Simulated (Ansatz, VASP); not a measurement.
## Two plane-wave programs on HfMg3

```
Hf Mg
1.0
     4.49172    0.00000    0.00000
     0.00000    4.49172    0.00000
     0.00000    0.00000    4.49172
Hf Mg
1 3
Direct
  0.00000 0.00000 0.00000
  0.00000 0.50000 0.50000
  0.50000 0.00000 0.50000
  0.50000 0.50000 0.00000
```

Change from the starting cell: volume scaled by 1.04.

Alike in both runs: task single point; functional PBE; k mesh 6 × 6 × 6; occupations fermi-dirac, width 0.05 eV; no spin polarisation.

|  | VASP | Ansatz |
| --- | --- | --- |
| version | VASP 6.6.1 | Ansatz 0.2.0 |
| potentials or method | VASP PAW PBE potentials, release 64 (Hf_pv, Mg) | Ansatz PAW |
| plane-wave cutoff (eV) | 520 | 420 |
| valence electrons in the cell | 16 | 56 |

Ansatz gave:

- gap on the k mesh at the Fermi level (eV): none
- pressure (GPa): -2.0

Problem. Estimate VASP's values.

Solution. gap on the k mesh at the Fermi level (eV): none; pressure (GPa): -2.1.

A gap of «none» marks a metal or a gap that the smearing closes. The two sets of potentials don't hold the same shells in valence.

The runs have no spin-orbit coupling, so splittings on Hf are missing.
